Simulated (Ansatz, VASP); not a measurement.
**NaCuCl3 in two plane-wave programs**

Wanted: the spread between two codes on one cell, functional and k mesh. The cell is invented: As first built, before any earlier steps moved the atoms: it takes the TlCuCl3 structure with some of its atoms replaced by other elements, volume scaled by an estimate. It may not be a known or stable phase. The cell comes out of the VASP series on this material, whose earlier steps may have relaxed, scaled or displaced it; both programs get it as it stands.

Program: Ansatz 0.2.0. Level of theory: plane waves, with VASP 6.6.1 beside it; band structure at r2SCAN. Results are calculated unless marked as measured.

### Step 1. Set-up

The structure is cubic, space group Pm-3m (No. 221). Conventional cell: a = 4.736 Å, b = 4.736 Å, c = 4.736 Å, α = 90.00°, β = 90.00°, γ = 90.00°. Cu has 6 Cl at 2.37 Å nearest. Nearest to Cl lie 2 Cu at 2.37 Å and 4 Na at 3.35 Å. Nearest to Na lie 12 Cl at 3.35 Å. As first built, before any earlier steps moved the atoms: sites of the TlCuCl3 structure (space group 221) filled with other elements, volume scaled by an estimate. Farther neighbours and most contacts between anions are not listed.

Structure file:

```cif
data_structure
_symmetry_space_group_name_H-M 'Pm-3m'
_symmetry_Int_Tables_number 221
_cell_length_a 4.7355
_cell_length_b 4.7355
_cell_length_c 4.7355
_cell_angle_alpha 90.000
_cell_angle_beta 90.000
_cell_angle_gamma 90.000
_cell_volume 106.20
loop_
_atom_site_label
_atom_site_type_symbol
_atom_site_symmetry_multiplicity
_atom_site_Wyckoff_symbol
_atom_site_fract_x
_atom_site_fract_y
_atom_site_fract_z
_atom_site_occupancy
Cu1 Cu 1 b 0.50000 0.50000 0.50000 1
Cl1 Cl 3 c 0.00000 0.50000 0.50000 1
Na1 Na 1 a 0.00000 0.00000 0.00000 1
```

### Step 2. Ansatz: band structure, r2SCAN

Ansatz runs on its default PAW (the set named soft_2) files.

Levels along a path test the potential and the projectors away from the mesh points.

input.yaml

```yaml
crystal:
  lattice:
    - [4.7355296408, 0.0, 0.0]
    - [0.0, 4.7355296408, 0.0]
    - [0.0, 0.0, 4.7355296408]
  atoms:
    - { symbol: Cu, position: [0.5, 0.5, 0.5] }
    - { symbol: Cl, position: [0.0, 0.5, 0.5] }
    - { symbol: Cl, position: [0.5, 0.0, 0.5] }
    - { symbol: Cl, position: [0.5, 0.5, 0.0] }
    - { symbol: Na, position: [0.0, 0.0, 0.0] }
hamiltonian:
  xc: r2scan
  pseudopotentials: { kind: paw }
kpoints:
  mp_grid: { grid: [5, 5, 5] }
  band_path:
    path:
      - [0.0, 0.0, 0.0]
      - [0.0, 0.1, 0.0]
      - [0.0, 0.2, 0.0]
      - [0.0, 0.3, 0.0]
      - [0.0, 0.43333, 0.0]
      - [0.0, 0.5, 0.0]
      - [0.1, 0.5, 0.0]
      - [0.2, 0.5, 0.0]
      - [0.33333, 0.5, 0.0]
      - [0.43333, 0.5, 0.0]
      - [0.5, 0.5, 0.0]
      - [0.36667, 0.36667, 0.0]
      - [0.26667, 0.26667, 0.0]
      - [0.16667, 0.16667, 0.0]
      - [0.06667, 0.06667, 0.0]
      - [0.03333, 0.03333, 0.03333]
      - [0.13333, 0.13333, 0.13333]
      - [0.23333, 0.23333, 0.23333]
      - [0.33333, 0.33333, 0.33333]
      - [0.46667, 0.46667, 0.46667]
      - [0.46667, 0.5, 0.46667]
      - [0.36667, 0.5, 0.36667]
      - [0.23333, 0.5, 0.23333]
      - [0.13333, 0.5, 0.13333]
      - [0.03333, 0.5, 0.03333]
      - [0.5, 0.5, 0.03333]
      - [0.5, 0.5, 0.16667]
      - [0.5, 0.5, 0.26667]
      - [0.5, 0.5, 0.36667]
      - [0.5, 0.5, 0.5]
    npoints: 1
scf:
  occupations: { method: fermi_dirac, width: 0.05 }
  n_extra_bands: 8
output:
  forces: true
  stress: true
  eigenvalues: true
  write_density: true
  write_potential: true
  elf: true
  volumetric_format: npy
```

Launch:

```console
> ansatz run input.yaml --threads 2 --pin off --max-ram 4608MiB --backend cpu --events-out ev --progress --plain --runs-dir out
```

Numbers of over 12 decimals in the logs are rounded to 6 here.

Log:

```text
scf.n_extra_bands = 8 over 25 filled bands (N_el = 49.0): the run solves 33 bands
Engine: ansatz 0.2.0, aarch64-unknown-linux-gnu
Pseudopotentials: kind: paw
Pseudopotential: Cu, paw, valence charge 19, recommended cutoff 500 eV (meta_gga), Cu.paw.azcp
Pseudopotential: Cl, paw, valence charge 7, recommended cutoff 500 eV (meta_gga), Cl.paw.azcp
Pseudopotential: Na, paw, valence charge 9, recommended cutoff 500 eV (meta_gga), Na.paw.azcp
Functional definition: r2SCAN
  parameter k0 = 0.174
  parameter k1 = 0.065
  parameter a1 = 4.9479
  exchange = r2scan_x(k0 = k0, k1 = k1, a1 = a1)
  correlation = r2scan_c
Crystal: 5 atoms, lattice volume = 106.195 Å³
Basis set: ecut = 500 eV, 2721 PW (Γ), exchange–correlation on 144×144×144 points (64 copies of the dense FFT grid, shifted against one another)
Bands: 33, of which v1, the nominal top of the filled ones, is band 25 counted from 1 (24 counted from 0)
Symmetry: 48 space group operations
Space group: Pm-3m (ITA 221), of the structure as read, at distance tolerance 4.7e-5 Å
k-points: 10 of 125
Non-local potential: Cu, projectors of the file, l = 0: 3, l = 1: 2, l = 2: 3, l = 3: 1
Non-local potential: Cl, projectors of the file, l = 0: 2, l = 1: 2, l = 2: 2
Non-local potential: Na, projectors of the file, l = 0: 3, l = 1: 2, l = 2: 1
PAW form: soft (Blöchl's): semilocal exchange-correlation on the pseudo side does not see the compensation charge
PAW frozen core: Cu, regenerated for the run's functional (the file was generated under x = pbe(κ = 0.804, μ = 0.219515), c = pbe(β = 0.066725))
PAW frozen core: Cl, regenerated for the run's functional (the file was generated under x = pbe(κ = 0.804, μ = 0.219515), c = pbe(β = 0.066725))
PAW frozen core: Na, regenerated for the run's functional (the file was generated under x = pbe(κ = 0.804, μ = 0.219515), c = pbe(β = 0.066725))
PAW one-centre angular grid: Cu, 590 points (default); XC on 160 Gauss nodes
PAW one-centre angular grid: Cl, 302 points (default); XC on 160 Gauss nodes
PAW one-centre angular grid: Na, 302 points (default); XC on 339 of its mesh's 2595 points in the sphere
Initial density: superposition of atomic densities (neutral atoms: chi_scale 0, normalization atom), corrected by the library's trained network
Initial wavefunctions: pseudopotential atomic-orbital guess
Functional: x = r2scan, c = r2scan; τ floored in thin density (d = 2e-4 eV/Å³)
SCF iter   1: F=—  HF=-11376.250841 eV  |F-HF|=—  |Δ(HF+E_count)|=         —  Δρ=1.57e-2  dr2=1.42e-1  dr2_τ=1.08e-2  ethr=1.77e-3  ⟨swp⟩=6.6  Hψ=1505  notcnv=0  defer=4
preconditioner: auto → LDOS  [insulator: Δε(μ)=0.693 eV  Ē_g=15.939 eV  σ=0.050 eV  W_gap=0.61  n_scr=26 (ndim 8)  ℏωp=22.5 eV  f_vac=0.124  D(μ)=2.15/eV (n_scr^D=18)  ε∞_Penn≈3.0  β→1.0]
SCF iter   2: F=—  HF=-11376.265799 eV  |F-HF|=—  |Δ(HF+E_count)|=   1.50e-2  Δρ=4.43e-3  dr2=2.66e-2  dr2_τ=5.87e-4  ethr=2.89e-4  ⟨swp⟩=2.0  Hψ=682  notcnv=0  defer=20
SCF iter   3: F=—  HF=-11376.269178 eV  |F-HF|=—  |Δ(HF+E_count)|=   3.38e-3  Δρ=9.23e-3  dr2=6.27e-2  dr2_τ=3.67e-4  ethr=5.43e-5  ⟨swp⟩=2.0  Hψ=619  notcnv=0  defer=20
SCF iter   4: F=—  HF=-11376.259260 eV  |F-HF|=—  |Δ(HF+E_count)|=   9.92e-3  Δρ=4.70e-3  dr2=1.99e-2  dr2_τ=1.69e-4  ethr=5.43e-5  ⟨swp⟩=2.0  Hψ=457  notcnv=0  defer=20
SCF iter   5: F=—  HF=-11376.256038 eV  |F-HF|=—  |Δ(HF+E_count)|=   3.22e-3  Δρ=1.49e-3  dr2=1.60e-3  dr2_τ=2.97e-5  ethr=4.07e-5  ⟨swp⟩=2.2  Hψ=439  notcnv=0  defer=20
SCF iter   6: F=—  HF=-11376.255713 eV  |F-HF|=—  |Δ(HF+E_count)|=   3.25e-4  Δρ=8.15e-5  dr2=3.81e-6  dr2_τ=5.35e-7  ethr=3.27e-6  ⟨swp⟩=2.0  Hψ=482  notcnv=0  defer=20
SCF iter   7: F=—  HF=-11376.255714 eV  |F-HF|=—  |Δ(HF+E_count)|=   5.57e-7  Δρ=1.43e-5  dr2=8.85e-8  dr2_τ=1.01e-8  ethr=2.04e-10  ⟨swp⟩=12.7  Hψ=2756  notcnv=0
SCF iter   8: F=-11376.255714 eV  HF=-11376.255714 eV  |F-HF|=2.15e-9  |Δ(HF+E_count)|=   1.32e-7  Δρ=1.58e-6  dr2=1.76e-9  dr2_τ=2.07e-10  ethr=1.81e-10  ⟨swp⟩=6.2  Hψ=1903  notcnv=0
SCF 1 converged in 8 iterations: F = -11376.255714 eV  dr2 = 1.76e-9
  greatest PAW one-centre occupation: 1.000 electrons in one spin orbital (limit 2), on the Na atom at site 4 (counted from 0), in its partial waves of l = 0
NSCF: frozen V_eff on 30 k-points
SCF converged after 8 iterations
Free energy (F): -11376.255714 eV
Harris-Foulkes:  -11376.255714 eV  (|F-HF|=2.15e-9)
Internal energy: -11376.239635 eV  (E = F + TS)
E sigma→0 (E₀):  -11376.247674 eV
Entropy (-TS):   -0.016078 eV (-3.216 meV/atom)
Fermi energy:    3.888581 eV
--- Per-component energies (eV) ---
  E_band       = -880.299396
  E_kinetic    = 901.532228
  E_local      = -8356.515855  (includes V_loc(G=0)·N_el)
  E_nonlocal   = 600.953152
  E_hartree    = 3527.945377
  E_xc         = -431.821354
  E_vxc        = -581.840305  (∫ρ·V_xc dr)
  E_paw        = -3948.243566  (= ΣΔE_a)
  E_vpaw       = -534.959470  (= ΣTr[D̂ρ^β])
  E_aug_tail   = 0.000277  (compensation charges beyond the density's cutoff)
  E_vtau       = 34.641109  (kinetic-family band-sum trace: ∫τ·v_τ [+ j·A + Jᵃ·Aᵃ] dr)
  E_ewald      = -3669.353298
  E_core_change = -0.736596  (= ΣΔE_core)
  E_smearing   = -0.016078  (= −TS)
  E_closure    = -0.000000  (closes the sum)
  Σ components = -11376.255714   (vs F -11376.255714, Δ=0.00e0)
--- Forces (eV/Å), atoms counted from 1 ---
  atom   1  Cu     0.00000000    -0.00000000    -0.00000000
  atom   2  Cl     0.00000000     0.00000000     0.00000000
  atom   3  Cl    -0.00000000    -0.00000000    -0.00000000
  atom   4  Cl    -0.00000000    -0.00000000    -0.00000000
  atom   5  Na    -0.00000000    -0.00000000    -0.00000000
  max |Σ_I F_I| component: 1.45e-28 eV/Å
--- Stress (GPa, compression-positive) ---
        0.316437       0.000000      -0.000000
        0.000000       0.316437       0.000000
       -0.000000      -0.000000       0.316437
  P = ⅓ Tr σ = 0.3164 GPa (3.164 kbar)
--- Band table (eV; the first three rows and the last of 10) ---
  k-point 0: bands = [... 21 lower, 2.1285, 2.4911, 2.4911, 2.4911, 7.1127, 8.3227, 11.9042, 11.9042, ... 4 higher]
  k-point 1: bands = [... 21 lower, 2.2690, 2.5309, 2.5309, 2.7507, 7.7898, 8.9542, 11.8390, 12.4939, ... 4 higher]
  k-point 2: bands = [... 21 lower, 2.3543, 2.6089, 2.6089, 2.9772, 9.4036, 10.3046, 11.1345, 13.3006, ... 4 higher]
  k-point 9: bands = [... 21 lower, 2.9105, 2.9964, 4.5603, 4.5603, 9.1622, 11.0707, 11.8804, 11.8804, ... 4 higher]
```

The job ended after 6.6 s (2 threads of Arm Neoverse V1, shared host; peak memory 0.57 GiB).

Reading the cycles: dr2 is the Hartree energy of the density residual (eV), the measure of convergence; HF is the Harris–Foulkes estimate of the energy, which meets the free energy F at convergence.

### Step 3. VASP: band structure, r2SCAN

The same cell, functional, mesh and smearing now go to VASP, with its own data sets and cutoff.

Lines of VASP's logs that name or quote its potential files are left out, and so is its time.

INCAR

```
SYSTEM = NaCuCl3
PREC = Accurate
ENCUT = 400
EDIFF = 1E-06
NELM = 100
ISMEAR = -1
SIGMA = 0.05
LREAL = .FALSE.
ALGO = Normal
METAGGA = R2SCAN
LASPH = .TRUE.
NBANDS = 34
LORBIT = 11
LWAVE = .FALSE.
LCHARG = .FALSE.
KPAR = 2
```

POSCAR

```
NaCuCl3
1.0
    4.7355296408      0.0000000000      0.0000000000
    0.0000000000      4.7355296408      0.0000000000
    0.0000000000      0.0000000000      4.7355296408
Cu Cl Na
1 3 1
Direct
    0.5000000000      0.5000000000      0.5000000000
    0.0000000000      0.5000000000      0.5000000000
    0.5000000000      0.0000000000      0.5000000000
    0.5000000000      0.5000000000      0.0000000000
    0.0000000000      0.0000000000      0.0000000000
```

KPOINTS

```
Automatic mesh
0
Gamma
5 5 5
0 0 0
```

KPOINTS_OPT

```
Line mode
16
Line-mode
Reciprocal
  0.00000000   0.00000000   0.00000000 GAMMA
  0.00000000   0.50000000   0.00000000 X

  0.00000000   0.50000000   0.00000000 X
  0.50000000   0.50000000   0.00000000 M

  0.50000000   0.50000000   0.00000000 M
  0.00000000   0.00000000   0.00000000 GAMMA

  0.00000000   0.00000000   0.00000000 GAMMA
  0.50000000   0.50000000   0.50000000 R

  0.50000000   0.50000000   0.50000000 R
  0.00000000   0.50000000   0.00000000 X

  0.50000000   0.50000000   0.00000000 M
  0.50000000   0.50000000   0.50000000 R
```

Potentials, in the order of the species: Cu, Cl and Na_pv (PBE family, release 64).

Launch:

```console
> mpirun -np 2 vasp_std
```

Log:

```text
[banner, memory and clock lines left out]
running    2 mpi-ranks, on    1 nodes
 distrk:  each k-point on    1 cores,    2 groups
 distr:  one band on    1 cores,    1 groups

 POSCAR found type information on POSCAR CuClNa
 POSCAR found :  3 types and       5 ions
|                                                                             |
|               ----> ADVICE to this user running VASP <----                  |
|                                                                             |
|     You enforced a specific xc type in the INCAR file but a different       |
|     [... a line on the potential file left out ...]
|     I HOPE YOU KNOW WHAT YOU ARE DOING!                                     |
|                                                                             |

 LDA part: xc-table for (None), standard interpolation
 POSCAR, INCAR and KPOINTS ok, starting setup
 FFT: planning ... GRIDC
 FFT: planning ... GRID_SOFT
 FFT: planning ... GRID
 WAVECAR not read
 entering main loop
       N       E                     dE             d eps       ncg     rms          rms(c)
DAV:   1     0.314914727050E+03    0.31491E+03   -0.14903E+04   704   0.104E+03
DAV:   2    -0.477235265771E+01   -0.31969E+03   -0.29371E+03   756   0.294E+02
DAV:   3    -0.460733033396E+02   -0.41301E+02   -0.40388E+02   840   0.114E+02
DAV:   4    -0.477912680735E+02   -0.17180E+01   -0.17105E+01   856   0.244E+01
DAV:   5    -0.478676694505E+02   -0.76401E-01   -0.76339E-01  1008   0.534E+00    0.126E+01
DAV:   6    -0.398351482703E+02    0.80325E+01   -0.24027E+01   870   0.791E+01    0.981E+00
DAV:   7    -0.382329995450E+02    0.16021E+01   -0.53937E+00   860   0.568E+01    0.395E+00
DAV:   8    -0.383055083108E+02   -0.72509E-01   -0.71314E-01  1024   0.669E+00    0.164E+00
DAV:   9    -0.382961056253E+02    0.94027E-02   -0.57667E-02   936   0.836E+00    0.312E-01
DAV:  10    -0.382968963702E+02   -0.79074E-03   -0.11794E-02  1016   0.183E+00    0.159E-01
DAV:  11    -0.382970941129E+02   -0.19774E-03   -0.19490E-03  1056   0.371E-01    0.952E-02
DAV:  12    -0.382970573396E+02    0.36773E-04   -0.15189E-04   824   0.675E-02    0.487E-02
DAV:  13    -0.382971125136E+02   -0.55174E-04   -0.17027E-04   824   0.293E-01    0.307E-02
DAV:  14    -0.382971086510E+02    0.38625E-05   -0.14754E-05  1024   0.973E-02    0.114E-02
DAV:  15    -0.382971086148E+02    0.36247E-07   -0.17662E-06   676   0.222E-02
   1 F= -.38297109E+02 E0= -.38289059E+02  d E =-.161001E-01
 Start KPOINTS_OPT (optional k-point list driver)
k-point batch [1-10\96]
       N       E                     dE             ncg
DAV:   1     0.121830758816E+04   -0.83172E+03      688
DAV:   2    -0.196183425261E+04   -0.31801E+04      738
DAV:   3    -0.238993242586E+04   -0.42810E+03      840
DAV:   4    -0.240771329303E+04   -0.17781E+02      808
DAV:   5    -0.240842463060E+04   -0.71134E+00     1022
DAV:   6    -0.240844103323E+04   -0.16403E-01      872
DAV:   7    -0.240844153052E+04   -0.49730E-03     1016
DAV:   8    -0.240844153427E+04   -0.37498E-05      768
DAV:   9    -0.240844153445E+04   -0.17924E-06      624
[...]
k-point batch [91-96\96]
       N       E                     dE             ncg
DAV:   1     0.465774452084E+04   -0.57145E+04      432
DAV:   2     0.279727071306E+04   -0.18605E+04      418
DAV:   3     0.254113924242E+04   -0.25613E+03      528
DAV:   4     0.253047685450E+04   -0.10662E+02      502
DAV:   5     0.253010579962E+04   -0.37105E+00      600
DAV:   6     0.253009419891E+04   -0.11601E-01      510
DAV:   7     0.253009366934E+04   -0.52956E-03      616
DAV:   8     0.253009366445E+04   -0.48901E-05      450
DAV:   9     0.253009366439E+04   -0.62403E-07      416
```

OUTCAR, selected parts (step 3):

```text
ion  position               nearest neighbor table
   1  0.500  0.500  0.500-   2 2.37   3 2.37   4 2.37   4 2.37   3 2.37   2 2.37
   2  0.000  0.500  0.500-   1 2.37   1 2.37
   3  0.500  0.000  0.500-   1 2.37   1 2.37
   4  0.500  0.500  0.000-   1 2.37   1 2.37
   5  0.000  0.000  0.000-

  LATTYP: Found a simple cubic cell.
 ALAT       =     4.7355296408

 Subroutine GETGRP returns: Found 48 space group operations
 (whereof 48 operations were pure point group operations)

The static configuration has the point symmetry O_h .

 Found     10 irreducible k-points:

   k-points           NKPTS =     10   k-points in BZ     NKDIM =     10   number of bands    NBANDS=     34

   dimension x,y,z NGX =    32 NGY =   32 NGZ =   32
   dimension x,y,z NGXF=    64 NGYF=   64 NGZF=   64

   ENCUT  =  400.0 eV  29.40 Ry    5.42 a.u.   7.72  7.72  7.72*2*pi/ulx,y,z

   NELECT =      39.0000    total number of electrons

 k-points in reciprocal lattice and weights: Automatic mesh
   0.00000000  0.00000000  0.00000000       0.008
   0.20000000  0.00000000  0.00000000       0.048
   0.40000000  0.00000000  0.00000000       0.048
   0.20000000  0.20000000  0.00000000       0.096
   0.40000000  0.20000000  0.00000000       0.192
   0.40000000  0.40000000  0.00000000       0.096
   0.20000000  0.20000000  0.20000000       0.064
   0.40000000  0.20000000  0.20000000       0.192
   0.40000000  0.40000000  0.20000000       0.192
   0.40000000  0.40000000  0.40000000       0.064

 average (electrostatic) potential at core
       1 -74.7154       2 -96.2255       3 -96.2255       4 -96.2255       5 -51.9542

 E-fermi :   1.5050

 k-point     1 :       0.0000    0.0000    0.0000
  band No.  band energies     occupation
    ...
     16      -0.2400      2.00000
     17      -0.2400      2.00000
     18       0.1267      2.00000
     19       0.1267      2.00000
     20       0.1267      2.00000
     21       4.7909      0.00000
     22       5.9773      0.00000
     23       9.5581      0.00000
     24       9.5581      0.00000
     25      10.6638      0.00000
    ...

 k-point     2 :       0.2000    0.0000    0.0000
  band No.  band energies     occupation
    ...
     16      -0.1017      2.00000
     17      -0.1017      2.00000
     18       0.1615      2.00000
     19       0.1615      2.00000
     20       0.3681      2.00000
     21       5.4709      0.00000
     22       6.6061      0.00000
     23       9.4972      0.00000
     24      10.1505      0.00000
     25      10.8174      0.00000
    ...

 k-point     3 :       0.4000    0.0000    0.0000
  band No.  band energies     occupation
    ...
     16      -0.0129      2.00000
     17      -0.0129      2.00000
     18       0.2309      2.00000
     19       0.2309      2.00000
     20       0.5901      2.00000
     21       7.0858      0.00000
     22       7.9584      0.00000
     23       8.7978      0.00000
     24      11.0009      0.00000
     25      11.0009      0.00000
    ...

  Total       -0.0355090     -0.0355090     -0.0355090      0.0000000     -0.0000000      0.0000000
  in kB       -0.5357266     -0.5357266     -0.5357266      0.0000000     -0.0000000      0.0000000
  external PRESSURE =      -0.5357266 kB  Pullay stress =       0.0000000 kB

  energy-cutoff  :      400.00
  volume of cell :      106.20
      direct lattice vectors                 reciprocal lattice vectors
     4.735529641  0.000000000  0.000000000     0.211169621  0.000000000  0.000000000
     0.000000000  4.735529641  0.000000000     0.000000000  0.211169621  0.000000000
     0.000000000  0.000000000  4.735529641     0.000000000  0.000000000  0.211169621

 POSITION                                       TOTAL-FORCE (eV/Angst)
 -----------------------------------------------------------------------------------
      2.36776      2.36776      2.36776         0.000000      0.000000      0.000000
      0.00000      2.36776      2.36776         0.000000      0.000000      0.000000
      2.36776      0.00000      2.36776         0.000000      0.000000      0.000000
      2.36776      2.36776      0.00000         0.000000      0.000000      0.000000
      0.00000      0.00000      0.00000         0.000000      0.000000      0.000000
 -----------------------------------------------------------------------------------
    total drift:                                0.000000     -0.000000     -0.000000

  FREE ENERGIE OF THE ION-ELECTRON SYSTEM (eV)
  ---------------------------------------------------
  free  energy   TOTEN  =       -38.2971086148 eV

  energy  without entropy=      -38.2810085591  energy(sigma->0) =      -38.28905859

 total charge
# of ion       s       p       d       tot
------------------------------------------
    1        0.313   0.327   9.161   9.801
    2        1.610   3.551   0.000   5.161
    3        1.610   3.551   0.000   5.161
    4        1.610   3.551   0.000   5.161
    5        0.012   5.958   0.000   5.970
--------------------------------------------------
tot          5.155  16.939   9.161  31.254

[... 3 further parts left out ...]
```

This run has no spin polarisation, although Cu can carry a moment. Its electron count is odd, so without a moment it is a metal by construction. Oxides and halides of Cu are often magnetic insulators, and a metal at this level, without U or exact exchange, may be an artefact.

### Step 4. Differences

Known differences besides the PAW data sets themselves: VASP keeps PBE cores, Ansatz makes them for the functional; the data sets hold 49 valence electrons in Ansatz (default PAW (the set named soft_2) files) and 39 in VASP; the cutoff is 500 eV in Ansatz and 400 eV in VASP. Total energies have different zeros and are not compared.

Compared:

```csv
quantity,Ansatz,VASP,difference
pressure (GPa),0.32,-0.05,+0.37
```

Levels from 3 eV below to 2 eV above the Fermi level differ by 10 meV r.m.s. and 19 meV at most; each VASP level is matched to the nearest of Ansatz, which flatters the figure a little.

### Step 5. Results

| Item | Value |
| --- | --- |
| r.m.s. difference of levels near the Fermi level (band structure, r2SCAN) | 9.7 meV |

What this shows: The r.m.s. difference of levels near the Fermi level is 9.7 meV (band structure, r2SCAN), within the 80 meV picked in this series as the mark of a large difference. Differences of this kind measure data sets and numerical settings, not the functional's error against experiment.

[Lines on the potential files, build, host, timing and source positions are cut from VASP's logs without a mark.]

[Logs are printed without paths, hosts, clocks, repeated set-up lines and the standing remarks that a program may print on its own settings, such as how far it seeks lower states.]

[Hosts, paths, dates, database ids (printed as entryN), source tags and the programs' standing remarks are cut or masked in the printed files.]
